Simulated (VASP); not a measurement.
The input files of a VASP run:

**INCAR**
```
SYSTEM = TiS
PREC = Accurate
ENCUT = 480
EDIFF = 1E-7
NELM = 100
ALGO = Normal
LREAL = .FALSE.
LASPH = .TRUE.
ISMEAR = 1
SIGMA = 0.1
GGA = PS
LMAXMIX = 4
LWAVE = .FALSE.
LCHARG = .FALSE.
ISIF = 2
```

File KPOINTS:
```
Automatic
0
gamma
 12 12 12
```

**POSCAR**
```
TiS
1
    0.0000000000     2.6867842490     2.6867842490
    2.6867842490     0.0000000000     2.6867842490
    2.6867842490     2.6867842490    -0.0000000000
S Ti
1 1
Direct
  0.2500000000   0.2500000000   0.2500000000
  0.0000000000   0.0000000000   0.0000000000
```

POTCAR, in this order: S Ti_sv (PBE.64 set). Program: vasp_std.

### Question
Write an equivalent input for Quantum ESPRESSO's pw.x.

### Answer
One equivalent input (not run):
```
&CONTROL
  calculation = 'scf'
  pseudo_dir = './pseudo'
  outdir = './out'
  tprnfor = .true.
  tstress = .true.
/
&SYSTEM
  ibrav = 0
  nat = 2
  ntyp = 2
  ecutwfc = 84
  occupations = 'smearing'
  smearing = 'methfessel-paxton'
  degauss = 0.00735
  input_dft = 'pbesol'
/
&ELECTRONS
  conv_thr = 7.3e-09
  electron_maxstep = 100
/
ATOMIC_SPECIES
  S 32.060 S.upf
  Ti 47.867 Ti.upf
CELL_PARAMETERS angstrom
     0.0000000    2.6867842    2.6867842
     2.6867842    0.0000000    2.6867842
     2.6867842    2.6867842   -0.0000000
ATOMIC_POSITIONS crystal
  S    0.2500000  0.2500000  0.2500000
  Ti   0.0000000  0.0000000  0.0000000
K_POINTS automatic
  12 12 12 0 0 0
```
Limits of the translation: the potentials are each code's own (VASP's PAW set, PseudoDojo norm-conserving files in pw.x), so ENCUT and ecutwfc are chosen apart and not converted; conv_thr bounds pw.x's estimated SCF error, while EDIFF bounds the energy change between steps.

The structure was generated: TiS was put into the zincblende type (F-43m), which need not be its known phase. It was relaxed first, which changed the volume by -20 %.
